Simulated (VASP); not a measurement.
SiGeO4:

```xyz
6
Lattice="0.0000 0.0000 2.7901 4.2799 0.0000 0.0000 0.0000 4.2799 0.0000" Properties=species:S:1:pos:R:3 pbc="T T T"
Si    2.1400    2.1400    1.3951
Ge    0.0000    0.0000    0.0000
O     2.9712    2.9712    0.0000
O     3.4486    0.8313    1.3951
O     1.3087    1.3087    0.0000
O     0.8313    3.4486    1.3951
```

The cell comes from a database or a generator and needn't be the stable form of this composition.

- Program: VASP 6.6.1
- Task: relaxation of cell and atoms
- Functional: PBE
- Potentials or basis: VASP PAW PBE potentials, release 64 (Si, Ge_d, O)
- Cutoff: 600 eV
- k mesh: 12 × 8 × 8
- Occupations: gaussian, width 0.02 eV
- Spin: no spin polarisation

At the start: pressure 11.6 GPa; volume 8.52 Å³/atom.

Q: Where does the relaxation end?

A: Over 10 steps the energy falls by 57.0 meV/atom and the volume is 8.86 Å³/atom (+4.0 %); space group Cmmm (No. 65, to 0.05 Å).

The path:
```csv
step,energy change (eV),largest force (eV/Å),pressure (GPa),volume (Å³)
1,0.0000,2.6769,11.63,51.11
2,0.1241,2.8195,-8.94,55.82
3,-0.3340,0.1033,-0.97,53.12
4,-0.3342,0.0711,-0.60,53.07
5,-0.3408,0.0756,0.93,52.89
6,-0.3409,0.0725,0.81,52.91
7,-0.3420,0.0565,-0.18,53.17
8,-0.3420,0.0520,-0.12,53.15
9,-0.3422,0.0202,0.01,53.15
10,-0.3422,0.0020,-0.03,53.15
```

Final structure:
```yaml
crystal:
  lattice:
    - [0.00000, 0.00000, 2.80026]
    - [4.35676, 0.02679, 0.00000]
    - [0.02679, 4.35676, 0.00000]
  atoms:
    - { symbol: Si, position: [0.50000, 0.50000, 0.50000] }
    - { symbol: Ge, position: [0.00000, 0.00000, 0.00000] }
    - { symbol: O, position: [0.00000, 0.68476, 0.68476] }
    - { symbol: O, position: [0.50000, 0.79711, 0.20289] }
    - { symbol: O, position: [0.00000, 0.31524, 0.31524] }
    - { symbol: O, position: [0.50000, 0.20289, 0.79711] }
```
